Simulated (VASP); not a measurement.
Here is the system:

```
CELL_PARAMETERS angstrom
      2.78272     0.00000     0.00000
     -1.39136     2.40991     0.00000
      0.00000     0.00000    12.41235
ATOMIC_POSITIONS crystal
  Al 0.66667 0.33333 0.25000
  Al 0.33333 0.66667 0.75000
  Cr 0.33333 0.66667 0.41494
  Cr 0.66667 0.33333 0.58506
  Cr 0.66667 0.33333 0.91494
  Cr 0.33333 0.66667 0.08506
  C  0.00000 0.00000 0.50000
  C  0.00000 0.00000 0.00000
```

Level of theory: PBE GGA, VASP's PBE PAW potentials (set 64) (plane waves; VASP). Settings: 400 eV cut-off, 9×9×2 Γ-centred mesh, Fermi-Dirac smearing of 0.14 eV, potentials Al Cr_pv C.

At this cut-off the stress carries a Pulay error, which pulls relaxed volumes low.

**Question.** Give the force on each atom (eV/Å).

**Answer.** 
```tsv
atom	Fx	Fy	Fz
Al1	0.000	0.000	0.000
Al2	0.000	0.000	0.000
Cr3	0.000	0.000	-0.584
Cr4	0.000	0.000	0.584
Cr5	0.000	0.000	-0.584
Cr6	0.000	0.000	0.584
C7	0.000	0.000	0.000
C8	0.000	0.000	0.000
```

**Question.** Give the stress tensor in GPa (positive for a compressed cell).

**Answer.** 
```
14.32   0.00   0.00
 0.00  14.32   0.00
 0.00   0.00  15.99
```
The pressure is its mean diagonal, 14.88 GPa.

The structure comes from a computed database's AlCr2C entry; how it stands against other phases isn't given here. The cell was not relaxed at this level. The run is not spin-polarised, so no magnetic state was tried.
